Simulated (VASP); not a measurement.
# LuPW (P-6m2) in VASP: single point with PBE

Aim: the single point of LuPW with PBE.

Program: VASP 6.6.1. These are calculated values, not measurements. Logs are shortened: lines on timing, memory, paths and dates and some standing lists are left out, and cuts for length are marked.

## 1. The cell of the first run

Symmetry: P-6m2, No. 187, hexagonal system. The conventional cell has a = 4.131 Å, b = 4.131 Å, c = 3.863 Å, α = 90.00°, β = 90.00°, γ = 120.00°. Lu (site symmetry -6m2) is surrounded by 6 W at 3.07 Å and 6 P at 3.07 Å. P (site symmetry -6m2) is surrounded by 3 W at 2.39 Å. W (site symmetry -6m2) has 3 P at 2.39 Å as nearest neighbours.

The cell was built by a generator and needn't be a form met in nature.

## 2. Single point, PBE (species swapped into the CeNiAs type (P-6m2, No. 187))

File INCAR:

```
PREC = Accurate
ENCUT = 520
EDIFF = 1E-6
ISMEAR = 0
SIGMA = 0.1
LREAL = F
LASPH = T
NELM = 100
ALGO = Fast
ISIF = 2
LWAVE = F
LCHARG = T
GGA = PE
LELF = T
LVHAR = T
NBANDS = 29
```

File KPOINTS:

```
regular mesh
0
Gamma
  15 15 12
```

File POSCAR:

```
LuPW
1.0
    4.1313369235      0.0000000000      0.0000000000
   -2.0656684618      3.5778427274      0.0000000000
    0.0000000000      0.0000000000      3.8626805725
Lu P W
1 1 1
Direct
    0.6666666667      0.3333333333      0.0000000000
    0.0000000000      0.0000000000      0.5000000000
    0.3333333333      0.6666666667      0.5000000000
```

Potentials or basis: VASP PAW PBE potentials, release 64 (Lu, P, W_sv).

Run with:

```console
$ cat potpaw_PBE.64/Lu/POTCAR potpaw_PBE.64/P/POTCAR potpaw_PBE.64/W_sv/POTCAR > POTCAR
$ mpirun -np 1 vasp_std > vasp.out
```

OUTCAR:

```text
PREC = Accurate
   ENCUT = 520
   EDIFF = 1E-6
   ISMEAR = 0
   LREAL = F
   LASPH = T
   NELM = 100
   ISIF = 2
   GGA = PE

 ion  position               nearest neighbor table
   1  0.667  0.333  0.000-   3 3.07   3 3.07   2 3.07   2 3.07   3 3.07   3 3.07   2 3.07   2 3.07
                             2 3.07   2 3.07   3 3.07   3 3.07
   2  0.000  0.000  0.500-   3 2.39   3 2.39   3 2.39   1 3.07   1 3.07   1 3.07   1 3.07   1 3.07
                             1 3.07
   3  0.333  0.667  0.500-   2 2.39   2 2.39   2 2.39   1 3.07   1 3.07   1 3.07   1 3.07   1 3.07
                             1 3.07

  LATTYP: Found a hexagonal cell.
 ALAT       =     4.1313369235
 C/A-ratio  =     0.9349710866

  Lattice vectors:

 A1 = (   4.1313369235,   0.0000000000,   0.0000000000)
 A2 = (  -2.0656684618,   3.5778427274,   0.0000000000)
 A3 = (   0.0000000000,   0.0000000000,   3.8626805725)

Analysis of symmetry for initial positions (statically):
=====================================================================
 Subroutine PRICEL returns:
 Original cell was already a primitive cell.

 Routine SETGRP: Setting up the symmetry group for a
 hexagonal supercell.

 Subroutine GETGRP returns: Found 12 space group operations
 (whereof 12 operations were pure point group operations)
 out of a pool of 24 trial point group operations.

The static configuration has the point symmetry D_3h.

Analysis of symmetry for dynamics (positions and initial velocities):
=====================================================================
 Subroutine PRICEL returns:
 Original cell was already a primitive cell.

 Routine SETGRP: Setting up the symmetry group for a
 hexagonal supercell.

 Subroutine GETGRP returns: Found 12 space group operations
 (whereof 12 operations were pure point group operations)
 out of a pool of 24 trial point group operations.

The dynamic configuration has the point symmetry D_3h.

 Subroutine INISYM returns: Found 12 space group operations
 (whereof 12 operations are pure point group operations),
 and found     1 'primitive' translations

----------------------------------------------------------------------------------------

                                     Primitive cell

  volume of cell :      57.0953

  direct lattice vectors                    reciprocal lattice vectors
     4.131336924  0.000000000  0.000000000     0.242052396  0.139749016  0.000000000
    -2.065668462  3.577842727  0.000000000     0.000000000  0.279498032  0.000000000
     0.000000000  0.000000000  3.862680572     0.000000000  0.000000000  0.258887573

  length of vectors
     4.131336924  4.131336924  3.862680572     0.279498032  0.279498032  0.258887573

  position of ions in fractional coordinates (direct lattice)
     0.666666667  0.333333333  0.000000000
     0.000000000  0.000000000  0.500000000
     0.333333333  0.666666667  0.500000000

  ion indices of the primitive-cell ions
   primitive index   ion index
                 1           1
                 2           2
                 3           3

----------------------------------------------------------------------------------------

 KPOINTS: regular mesh

Automatic generation of k-mesh.
 Grid dimensions read from file:
 generate k-points for:   15   15   12

 Generating k-lattice:

  Cartesian coordinates                     Fractional coordinates (reciprocal lattice)
     0.016136826  0.009316601  0.000000000     0.066666667  0.000000000  0.000000000
     0.000000000  0.018633202  0.000000000     0.000000000  0.066666667  0.000000000
     0.000000000  0.000000000  0.021573964     0.000000000  0.000000000  0.083333333

  Length of vectors
     0.018633202  0.018633202  0.021573964

  Shift w.r.t. Gamma in fractional coordinates (k-lattice)
     0.000000000  0.000000000  0.000000000

 Subroutine IBZKPT returns following result:
 ===========================================

 Found    189 irreducible k-points:

 Following reciprocal coordinates:
            Coordinates               Weight
  0.000000  0.000000  0.000000      1.000000
  0.066667  0.000000  0.000000      6.000000
  0.133333  0.000000  0.000000      6.000000
  0.200000  0.000000  0.000000      6.000000
  0.266667  0.000000  0.000000      6.000000
  0.333333  0.000000  0.000000      6.000000
[... 16 lines left out ...]
  0.333333  0.200000  0.000000     12.000000
  0.400000  0.200000  0.000000      6.000000
 [... further k-points ...]
   k-points           NKPTS =    189   k-points in BZ     NKDIM =    189   number of bands    NBANDS=     29
   number of dos      NEDOS =    301   number of ions     NIONS =      3
   total plane-waves  NPLWV =  30720
   dimension x,y,z NGX =    32 NGY =   32 NGZ =   30
   dimension x,y,z NGXF=    64 NGYF=   64 NGZF=   60
   ions per type =               1   1   1
   NGX,Y,Z   is equivalent  to a cutoff of  12.88, 12.88, 12.91 a.u.
   NGXF,Y,Z  is equivalent  to a cutoff of  25.75, 25.75, 25.82 a.u.
 SYSTEM =  unknown system
   PREC   = accura    normal or accurate (medium, high low for compatibility)
   ISTART =      0    job   : 0-new  1-cont  2-samecut
   ICHARG =      2    charge: 1-file 2-atom 10-const
   ISPIN  =      1    spin polarized calculation?
   LNONCOLLINEAR =      F non collinear calculations
   LSORBIT =      F    spin-orbit coupling
   LASPH  =      T    aspherical Exc in radial PAW
   ENCUT  =  520.0 eV  38.22 Ry    6.18 a.u.   7.68  7.68  7.18*2*pi/ulx,y,z
   NELM   =    100;   NELMIN=  2; NELMDL= -5     # of ELM steps
   EDIFF  = 0.1E-05   stopping-criterion for ELM
   LREAL  =      F    real-space projection
   EDIFFG = 0.1E-04   stopping-criterion for IOM
   NSW    =      0    number of steps for IOM
   IBRION =     -1    ionic relax: 0-MD 1-quasi-New 2-CG
   NFREE  =      0    steps in history (QN), initial steepest desc. (CG)
   ISIF   =      2    stress and relaxation
   ISYM   =      2    0-nonsym 1-usesym 2-fastsym
   POTIM  = 0.5000    time-step for ionic-motion
   TEBEG  =    0.0;   TEEND  =   0.0 temperature during run
   PSTRESS=    0.0 pullay stress
   NELECT =      44.0000    total number of electrons
   NUPDOWN=      -1.0000    fix difference up-down
   EMIN   =  10.00;   EMAX   =-10.00  energy-range for DOS
   EFERMI =   0.00;   METHOD = LEGACY
   ISMEAR =     0;   SIGMA  =   0.10  broadening in eV -4-tet -1-fermi 0-gaus
   EFERMI_NEDOS =   21; number of points for ismear=-14 and -15
   IALGO  =     68    algorithm
   IMIX   =      4    mixing-type and parameters
     AMIX     =   0.40;   BMIX     =  1.00
     AMIX_MAG =   1.60;   BMIX_MAG =  1.00
  volume/ion in A,a.u.               =      19.03       128.43
  Fermi-wavevector in a.u.,A,eV,Ry     =   1.500924  2.836336 30.650855  2.252774
  Thomas-Fermi vector in A             =   2.612362
   LORBIT       =      0    0 simple, 1 ext, 2 COOP (PROOUT), +10 PAW based schemes
   GGA     = PE    functional components
   LHFCALC =     F    Hartree Fock is set to
   AEXX    =    0.0000 exact exchange contribution
   IVDW    =     0    specifies the selected vdW correction
   LEPSILON=     F    determine dielectric tensor
   LRPA    =     F    only Hartree local field effects (RPA)
 non-spin polarized calculation
 RMM-DIIS sequential band-by-band and
 Gauss-broadening in eV      SIGMA  =   0.10
  energy-cutoff  :      520.00
  volume of cell :       57.10
 maximum number of plane-waves:      1563
 NGX is ok and might be reduce to    32
   NGX = 15   NGY = 15   NGZ = 15

 number of electron      44.0000010 magnetization

 Free energy of the ion-electron system (eV)
  ---------------------------------------------------
  ext. energy  EPLUGINS =         0.00000000
  ---------------------------------------------------
  free energy    TOTEN  =       -23.64574512 eV

  energy without entropy =      -23.63607579  energy(sigma->0) =      -23.64091045

 E-fermi :   6.7470     XC(G=0): -11.8211

 val. band max:        6.7465373299   @ k =   0.1333   0.1333   0.4167
 cond. band min:       6.7474296538   @ k =   0.4000   0.2000   0.4167
 fundamental gap:      0.0008923239
 Fermi energy:         6.7470417584

 k-point     1 :       0.0000    0.0000    0.0000
  band No.  band energies     occupation
      1     -66.8111      2.00000
      2     -49.3708      2.00000
      3     -31.1923      2.00000
      4     -31.1923      2.00000
      5     -30.9442      2.00000
      6     -20.0811      2.00000
[... 21 lines left out ...]
     28      11.6938      0.00000
     29      13.2951      0.00000

 k-point     2 :       0.0667    0.0000    0.0000
  band No.  band energies     occupation
      1     -66.8111      2.00000
      2     -49.3707      2.00000
      3     -31.1934      2.00000
      4     -31.1926      2.00000
      5     -30.9440      2.00000
      6     -20.0812      2.00000
[... 21 lines left out ...]
     28      11.5244      0.00000
     29      12.8452      0.00000

 k-point     3 :       0.1333    0.0000    0.0000
  band No.  band energies     occupation
      1     -66.8110      2.00000
      2     -49.3706      2.00000
      3     -31.1963      2.00000
      4     -31.1934      2.00000
      5     -30.9436      2.00000
      6     -20.0816      2.00000
[... 21 lines left out ...]
     28      11.1072      0.00000
     29      12.1689      0.00000

 k-point     4 :       0.2000    0.0000    0.0000
  band No.  band energies     occupation
      1     -66.8109      2.00000
      2     -49.3704      2.00000
      3     -31.2006      2.00000
      4     -31.1947      2.00000
      5     -30.9429      2.00000
      6     -20.0822      2.00000
[... 597 lines left out ...]
     28      10.9741      0.00000
     29      12.5612      0.00000

 k-point    23 :       0.3333    0.2000    0.0000
  band No.  band energies     occupation
      1     -66.8107      2.00000
      2     -49.3695      2.00000
      3     -31.2144      2.00000
      4     -31.2022      2.00000
      5     -30.9402      2.00000
      6     -20.0844      2.00000
[... 21 lines left out ...]
     28      10.6897      0.00000
     29      13.0923      0.00000

 k-point    24 :       0.4000    0.2000    0.0000
  band No.  band energies     occupation
      1     -66.8107      2.00000
      2     -49.3695      2.00000
      3     -31.2151      2.00000
      4     -31.2026      2.00000
      5     -30.9401      2.00000
      6     -20.0845      2.00000
[... 21 lines left out ...]
     28      10.6344      0.00000
     29      13.2989      0.00000

 [... further k-points ...]

------------------------ aborting loop because EDIFF is reached ----------------------------------------

  FORCE on cell =-STRESS in cart. coord.  units (eV):
  Direction    XX          YY          ZZ          XY          YZ          ZX
  --------------------------------------------------------------------------------------
  -------------------------------------------------------------------------------------
  Total        0.0603762      0.0603762      0.0731886     -0.0000000      0.0000000      0.0000000
  in kB        1.6942423      1.6942423      2.0537776     -0.0000000      0.0000000      0.0000000
  external PRESSURE =       1.8140874 kB  Pullay stress =       0.0000000 kB

 VOLUME and BASIS-vectors are now :
 -----------------------------------------------------------------------------
  energy-cutoff  :      520.00
  volume of cell :       57.10
      direct lattice vectors                 reciprocal lattice vectors
     4.131336924  0.000000000  0.000000000     0.242052396  0.139749016  0.000000000
    -2.065668462  3.577842727  0.000000000     0.000000000  0.279498032  0.000000000
     0.000000000  0.000000000  3.862680572     0.000000000  0.000000000  0.258887573

 POSITION                                       TOTAL-FORCE (eV/Angst)
 -----------------------------------------------------------------------------------
      2.06567      1.19261      0.00000        -0.000000      0.000000      0.000000
      0.00000      0.00000      1.93134        -0.000000      0.000000      0.000000
     -0.00000      2.38523      1.93134         0.000000     -0.000000      0.000000
 -----------------------------------------------------------------------------------
    total drift:                               -0.000000      0.000000     -0.000000

  FREE ENERGIE OF THE ION-ELECTRON SYSTEM (eV)
  ---------------------------------------------------
  free  energy   TOTEN  =       -23.6457451165 eV

  energy  without entropy=      -23.6360757928  energy(sigma->0) =      -23.64091045
```

Run time: 4.5 min. Hardware: 1 thread of Intel Xeon 6975P-C (Granite Rapids), shared host; peak memory 0.45 GiB.

What came out:

```yaml
Free_energy: -23.6457 eV
Pressure: 0.2 GPa
Band_gap_on_the_k_mesh: none (metal or under the smearing width)
```

The run has no spin-orbit coupling, so splittings on Lu, W are missing.
